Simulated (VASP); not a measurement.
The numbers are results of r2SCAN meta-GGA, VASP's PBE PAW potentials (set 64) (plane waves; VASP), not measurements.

The input files of a VASP run:

**INCAR**
```
# general
SYSTEM   =  CeO2
PREC     =  Accurate
ENCUT    =  520
LREAL    =  F
LASPH    =  T

# electronic loop
EDIFF    =  1E-6
NELM     =  100
ALGO     =  Normal
LMAXMIX  =  6
LMIXTAU  =  T

# smearing
ISMEAR   =  0
SIGMA    =  0.05

# functional
METAGGA  =  R2SCAN

# ions
IBRION   =  2
NSW      =  60
ISIF     =  4
EDIFFG   =  -0.02

# output
LWAVE    =  F
LCHARG   =  F
```

**KPOINTS**
```
K-points
0
G
6 6 1
```

File POSCAR:
```
CeO2
1
    3.6058408142     0.0000000139     0.0000000000
   -1.8029198473     3.1227498553     0.0000000000
    0.0000000000     0.0000000000    15.5605911496
Ce O
1 2
Direct
  0.0000000000   1.0000000000   0.5000000000
  0.3333330000   0.6666670000   0.5575159013
  0.6666670000   0.3333330000   0.4424840987
```

POTCAR, in this order: Ce O (PBE.64 set). Program: vasp_std.

Output

File OUTCAR:
```
 ion  position               nearest neighbor table
   1  0.000  0.000  0.500-   2 2.27   3 2.27   2 2.27   3 2.27   3 2.27   2 2.27
   2  0.333  0.667  0.558-   1 2.27   1 2.27   1 2.27
   3  0.667  0.333  0.442-   1 2.27   1 2.27   1 2.27
  LATTYP: Found a hexagonal cell.
 ALAT       =     3.6058408142
 C/A-ratio  =     4.3153849411
 Subroutine PRICEL returns:
 Original cell was already a primitive cell.
 Subroutine GETGRP returns: Found 12 space group operations
The static configuration has the point symmetry D_3d.
The dynamic configuration has the point symmetry D_3d.
 Subroutine INISYM returns: Found 12 space group operations
 Subroutine IBZKPT returns following result:
 Found      7 irreducible k-points:

 Following reciprocal coordinates:
            Coordinates               Weight
  0.000000  0.000000  0.000000      1.000000
  0.166667  0.000000  0.000000      6.000000
  0.333333  0.000000  0.000000      6.000000
  0.500000 -0.000000  0.000000      3.000000
  0.166667  0.166667  0.000000      6.000000
  0.333333  0.166667  0.000000     12.000000
  0.333333  0.333333  0.000000      2.000000
   k-points           NKPTS =      7   k-points in BZ     NKDIM =      7   number of bands    NBANDS=     16
   number of dos      NEDOS =    301   number of ions     NIONS =      3
   total plane-waves  NPLWV =  94080
   dimension x,y,z NGX =    28 NGY =   28 NGZ =  120
   dimension x,y,z NGXF=    56 NGYF=   56 NGZF=  240
   ions per type =               1   2
   PREC   = accura    normal or accurate (medium, high low for compatibility)
   ISTART =      0    job   : 0-new  1-cont  2-samecut
   ICHARG =      2    charge: 1-file 2-atom 10-const
   ISPIN  =      1    spin polarized calculation?
   LNONCOLLINEAR =      F non collinear calculations
   LSORBIT =      F    spin-orbit coupling
   INIWAV =      1    electr: 0-lowe 1-rand  2-diag
   ENCUT  =  520.0 eV  38.22 Ry    6.18 a.u.   6.70  6.70 28.93*2*pi/ulx,y,z
   NELM   =    100;   NELMIN=  2; NELMDL= -5     # of ELM steps
   EDIFF  = 0.1E-05   stopping-criterion for ELM
   LREAL  =      F    real-space projection
   NLSPLINE    = F    spline interpolate recip. space projectors
   LMAXMIX     =    6 max onsite mixed and CHGCAR
   VOSKOWN=      0    Vosko Wilk Nusair interpolation
   EDIFFG = -.2E-01   stopping-criterion for IOM
   NSW    =     60    number of steps for IOM
   NBLOCK =      1;   KBLOCK =     60    inner block; outer block
   IBRION =      2    ionic relax: 0-MD 1-quasi-New 2-CG
   NFREE  =      1    steps in history (QN), initial steepest desc. (CG)
   ISIF   =      4    stress and relaxation
   ISYM   =      2    0-nonsym 1-usesym 2-fastsym
   TEIN   =    0.0    initial temperature
   TEBEG  =    0.0;   TEEND  =   0.0 temperature during run
   SMASS  =  -3.00    Nose mass-parameter (am)
   PSTRESS=    0.0 pullay stress
   NELECT =      24.0000    total number of electrons
   EFERMI =   0.00;   METHOD = LEGACY
   ISMEAR =     0;   SIGMA  =   0.05  broadening in eV -4-tet -1-fermi 0-gaus
   IALGO  =     38    algorithm
   LDIAG  =      T    sub-space diagonalisation (order eigenvalues)
   IMIX   =      4    mixing-type and parameters
     AMIX     =   0.40;   BMIX     =  1.00
     AMIX_MAG =   1.60;   BMIX_MAG =  1.00
     AMIN     =   0.10
   METAGGA = R2SCAN    functional components
   VOSKOWN =     0    Vosko Wilk Nusair interpolation
   LHFCALC =     F    Hartree Fock is set to
   LHFONE  =     F    Hartree Fock one center treatment
   AEXX    =    0.0000 exact exchange contribution
   IVDW    =     0    specifies the selected vdW correction
   LEPSILON=     F    determine dielectric tensor
   LRPA    =     F    only Hartree local field effects (RPA)
  energy-cutoff  :      520.00
  volume of cell :      175.21
...
```

**OSZICAR**
```
       N       E                     dE             d eps       ncg     rms          rms(c)
DAV:   1     0.274293291016E+03    0.27429E+03   -0.10236E+04   224   0.130E+03
DAV:   2     0.186188968532E+02   -0.25567E+03   -0.24347E+03   352   0.288E+02
DAV:   3    -0.633504567373E+02   -0.81969E+02   -0.79623E+02   320   0.204E+02
DAV:   4    -0.674941498476E+02   -0.41437E+01   -0.41432E+01   360   0.537E+01
DAV:   5    -0.676947572899E+02   -0.20061E+00   -0.20056E+00   336   0.108E+01    0.361E+01
DAV:   6    -0.595556284422E+02    0.81391E+01   -0.63737E+01   320   0.549E+01    0.135E+01
DAV:   7    -0.581897677420E+02    0.13659E+01   -0.94375E+01   328   0.110E+02    0.209E+01
DAV:   8    -0.533725506216E+02    0.48172E+01   -0.72241E+00   304   0.298E+01    0.426E+00
DAV:   9    -0.543044867241E+02   -0.93194E+00   -0.33051E+00   328   0.135E+01    0.259E+00
DAV:  10    -0.539674675101E+02    0.33702E+00   -0.54133E-01   368   0.726E+00    0.124E+00
DAV:  11    -0.534358269785E+02    0.53164E+00   -0.23761E-01   328   0.418E+00    0.466E-01
DAV:  12    -0.531195729899E+02    0.31625E+00   -0.38181E-01   248   0.637E+00    0.168E+00
DAV:  13    -0.530961181333E+02    0.23455E-01   -0.48530E-02   392   0.216E+00    0.149E+00
DAV:  14    -0.530587812919E+02    0.37337E-01   -0.11423E-02   280   0.125E+00    0.138E+00
DAV:  15    -0.529849553381E+02    0.73826E-01   -0.57669E-02   304   0.251E+00    0.449E-01
DAV:  16    -0.529724173384E+02    0.12538E-01   -0.16307E-02   368   0.125E+00    0.185E-01
DAV:  17    -0.529653273372E+02    0.70900E-02   -0.62104E-03   272   0.670E-01    0.157E-01
DAV:  18    -0.529830376373E+02   -0.17710E-01   -0.11010E-02   232   0.101E+00    0.266E-01
DAV:  19    -0.529789886607E+02    0.40490E-02   -0.14506E-03   304   0.379E-01    0.242E-01
DAV:  20    -0.529903753355E+02   -0.11387E-01   -0.23933E-03   272   0.538E-01    0.134E-01
DAV:  21    -0.529988733206E+02   -0.84980E-02   -0.64879E-03   224   0.717E-01    0.833E-02
DAV:  22    -0.529974818961E+02    0.13914E-02   -0.11087E-03   256   0.343E-01    0.586E-02
DAV:  23    -0.530000292369E+02   -0.25473E-02   -0.57051E-03   224   0.779E-01    0.342E-02
DAV:  24    -0.530111968424E+02   -0.11168E-01   -0.46645E-03   224   0.859E-01    0.213E-02
DAV:  25    -0.530042126014E+02    0.69842E-02   -0.61514E-04   240   0.332E-01    0.531E-02
DAV:  26    -0.530064549434E+02   -0.22423E-02   -0.36637E-04   224   0.250E-01    0.531E-02
DAV:  27    -0.530026029225E+02    0.38520E-02   -0.70314E-04   224   0.371E-01    0.365E-02
DAV:  28    -0.529990918460E+02    0.35111E-02   -0.35380E-03   224   0.807E-01    0.273E-02
DAV:  29    -0.529995992730E+02   -0.50743E-03   -0.82574E-05   352   0.111E-01    0.400E-02
DAV:  30    -0.529994176119E+02    0.18166E-03   -0.48890E-05   232   0.101E-01    0.383E-02
DAV:  31    -0.529995332857E+02   -0.11567E-03   -0.10620E-04   224   0.154E-01    0.282E-02
DAV:  32    -0.529995248140E+02    0.84718E-05   -0.24549E-03   224   0.607E-01    0.227E-02
DAV:  33    -0.529995017862E+02    0.23028E-04   -0.59291E-05   296   0.879E-02    0.846E-03
DAV:  34    -0.529995219115E+02   -0.20125E-04   -0.91351E-06   224   0.435E-02    0.891E-03
DAV:  35    -0.529995121697E+02    0.97417E-05   -0.82736E-06   224   0.408E-02    0.871E-03
DAV:  36    -0.529995055532E+02    0.66165E-05   -0.10555E-05   224   0.474E-02    0.884E-03
DAV:  37    -0.529994239187E+02    0.81635E-04   -0.34336E-05   224   0.735E-02    0.114E-02
DAV:  38    -0.529998589994E+02   -0.43508E-03   -0.56791E-05   224   0.989E-02    0.109E-02
DAV:  39    -0.529992031100E+02    0.65589E-03   -0.18772E-04   224   0.186E-01    0.102E-02
DAV:  40    -0.529996529100E+02   -0.44980E-03   -0.12941E-04   224   0.155E-01    0.108E-02
DAV:  41    -0.529999465318E+02   -0.29362E-03   -0.25835E-04   224   0.215E-01    0.857E-03
DAV:  42    -0.530000583190E+02   -0.11179E-03   -0.14399E-05   248   0.428E-02    0.826E-03
DAV:  43    -0.530000554669E+02    0.28521E-05   -0.23520E-06   192   0.189E-02    0.775E-03
DAV:  44    -0.530001342942E+02   -0.78827E-04   -0.27146E-05   224   0.746E-02    0.677E-03
DAV:  45    -0.530001580086E+02   -0.23714E-04   -0.89142E-07   112   0.124E-02    0.582E-03
DAV:  46    -0.530001302935E+02    0.27715E-04   -0.62463E-06   224   0.368E-02    0.555E-03
DAV:  47    -0.530001945840E+02   -0.64290E-04   -0.46645E-05   224   0.969E-02    0.288E-03
DAV:  48    -0.530002565349E+02   -0.61951E-04   -0.16935E-05   224   0.529E-02    0.186E-03
DAV:  49    -0.530002779564E+02   -0.21422E-04   -0.63736E-06   224   0.358E-02    0.200E-03
DAV:  50    -0.530003176979E+02   -0.39742E-04   -0.14105E-05   224   0.492E-02    0.200E-03
DAV:  51    -0.530003398376E+02   -0.22140E-04   -0.54925E-06   208   0.288E-02    0.146E-03
DAV:  52    -0.530003367603E+02    0.30773E-05   -0.58632E-07   112   0.114E-02    0.145E-03
DAV:  53    -0.530003406597E+02   -0.38994E-05   -0.51340E-07   112   0.100E-02    0.680E-04
DAV:  54    -0.530003436291E+02   -0.29694E-05   -0.43339E-07   112   0.966E-03    0.126E-03
DAV:  55    -0.530003435694E+02    0.59690E-07   -0.87122E-08   112   0.492E-03
   1 F= -.53000344E+02 E0= -.53000344E+02  d E =-.530003E+02
       N       E                     dE             d eps       ncg     rms          rms(c)
DAV:   1    -0.530003762861E+02   -0.32657E-04   -0.20172E-02   224   0.170E+00    0.435E-02
DAV:   2    -0.529997088677E+02    0.66742E-03   -0.10840E-03   232   0.363E-01    0.322E-02
DAV:   3    -0.530003338212E+02   -0.62495E-03   -0.53888E-04   224   0.254E-01    0.216E-02
DAV:   4    -0.530003099992E+02    0.23822E-04   -0.96707E-05   224   0.123E-01    0.890E-03
DAV:   5    -0.530003217538E+02   -0.11755E-04   -0.83136E-05   224   0.114E-01    0.318E-03
DAV:   6    -0.530004058380E+02   -0.84084E-04   -0.21600E-05   256   0.629E-02    0.392E-03
DAV:   7    -0.530004052957E+02    0.54225E-06   -0.88862E-07   248   0.100E-02
   2 F= -.53000405E+02 E0= -.53000405E+02  d E =-.617263E-04
```

### OUTCAR
```
------------------------ aborting loop because EDIFF is reached ----------------------------------------
  FORCE on cell =-STRESS in cart. coord.  units (eV):
  Direction    XX          YY          ZZ          XY          YZ          ZX
  --------------------------------------------------------------------------------------
  Total       -0.1052970     -0.1052970     -0.0874532     -0.0000000      0.0000000      0.0000000
  in kB       -0.9628460     -0.9628461     -0.7996805     -0.0000002      0.0000000      0.0000000
  external PRESSURE =      -0.9084575 kB  Pullay stress =       0.0000000 kB
  volume of cell :      175.21
      direct lattice vectors                 reciprocal lattice vectors
     3.604983832  0.000000013 -0.000000000     0.277393754  0.160153303  0.000000000
    -1.802491357  3.122007687  0.000000000    -0.000000001  0.320306706 -0.000000000
    -0.000000000  0.000000000 15.567990203     0.000000000 -0.000000000  0.064234367
 POSITION                                       TOTAL-FORCE (eV/Angst)
 -----------------------------------------------------------------------------------
      3.60498      0.00000      7.78400        -0.000000     -0.000000      0.000000
     -0.00000      2.08134      8.68071        -0.000000      0.000000      0.011969
      1.80249      1.04067      6.88728         0.000000     -0.000000     -0.011969
 -----------------------------------------------------------------------------------
    total drift:                                0.000000      0.000000      0.000000
  FREE ENERGIE OF THE ION-ELECTRON SYSTEM (eV)
  ---------------------------------------------------
  free  energy   TOTEN  =       -53.0004052957 eV

  energy  without entropy=      -53.0004052957  energy(sigma->0) =      -53.00040530

 reached required accuracy - stopping structural energy minimisation
```
(Selected blocks of OUTCAR.)

CONTCAR:
```
CeO2
   1.00000000000000
     3.6049838323228567    0.0000000127372369   -0.0000000000000000
    -1.8024913574985948    3.1220076873734284    0.0000000000000000
    -0.0000000000000000    0.0000000000000000   15.5679902026292076
  Ce              O
     1     2
Direct
     1.0000000000000000    0.0000000000000000    0.5000000000000000
     0.3333330000000032    0.6666669999999968    0.5576000979422518
     0.6666669999999968    0.3333330000000032    0.4423999020577482
```

The cell holds a wide vacuum, so values per volume refer to the whole cell.

The cell is a sheet with vacuum, built from a generated structure. The run is not spin-polarised, so no magnetic state was tried.
